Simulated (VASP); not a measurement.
The system is Al2SiF2.

```
Al Si F
1.0
     4.13806    0.00000    0.00000
    -2.06903    3.58366    0.00000
     0.00000    0.00000    5.20626
Al Si F
2 1 2
Direct
  0.33333 0.66667 0.20476
  0.66667 0.33333 0.79524
  0.00000 0.00000 0.50000
  0.00000 0.00000 0.23471
  0.00000 0.00000 0.76529
```

The cell was built by a generator and needn't be a form met in nature.

* Program: VASP 6.6.1
* Task: relaxation of cell and atoms
* Functional: PBE
* Potentials or basis: VASP PAW PBE potentials, release 64 (Al, Si, F)
* Cutoff: 520 eV
* k mesh: 4 × 4 × 3
* Occupations: gaussian, width 0.15 eV
* Spin: no spin polarisation

At the start: pressure 38.8 GPa; volume 15.44 Å³/atom.

Problem. How do energy, volume and symmetry change on relaxing?

Solution. Over 23 steps the energy falls by 957.1 meV/atom and the volume is 17.54 Å³/atom (+13.6 %); space group P-3m1 (No. 164, to 0.05 Å).

Step by step:
```
step  energy change (eV)  largest force (eV/Å)  pressure (GPa)  volume (Å³)
   1              0.0000               15.8864           38.85        77.21
   2              7.6798               19.2252           -0.28       123.24
   3             -3.8515                4.7493            1.56        91.24
   4             -4.0031                4.1514            2.73        89.78
   5             -4.2461                2.3860            5.38        85.46
   6             -4.0951                0.0533           10.54        81.30
   7             -4.2431                2.2173            5.56        84.92
   8             -4.2455                1.9382            6.23        84.36
   9             -4.2454                2.0485            6.39        84.59
  10             -4.6758                0.2358            0.36        92.36
  11             -4.7034                0.0584           -0.71        95.03
  12             -4.7037                0.0650           -0.50        95.25
  13             -4.7036                0.0848           -0.52        95.67
  14             -4.7137                0.0965           -0.57        95.06
  15             -4.7378                0.1223           -0.31        93.20
  16             -4.7550                0.2107           -0.18        89.38
  17             -4.7659                0.1870            0.51        87.98
  18             -4.7676                0.1841            0.54        87.47
  19             -4.7751                0.1330           -0.38        88.48
  20             -4.7755                0.1423           -0.64        88.74
  21             -4.7803                0.1251           -0.38        88.57
  22             -4.7843                0.0937           -0.31        88.20
  23             -4.7854                0.0262            0.23        87.72
```

Final structure:
```xyz
5
Lattice="3.9775 0.0000 0.0000 -1.9887 3.4446 0.0000 0.0000 0.0000 6.4025" Properties=species:S:1:pos:R:3 pbc="T T T"
Al    0.0000    2.2964    1.1594
Al    1.9887    1.1482    5.2431
Si    0.0000    0.0000    3.2012
F     0.0000    0.0000    1.1867
F     3.9775    0.0000    5.2157
```

Caveat: the k mesh is coarse (spacing up to 0.44 Å⁻¹), so the values aren't converged.
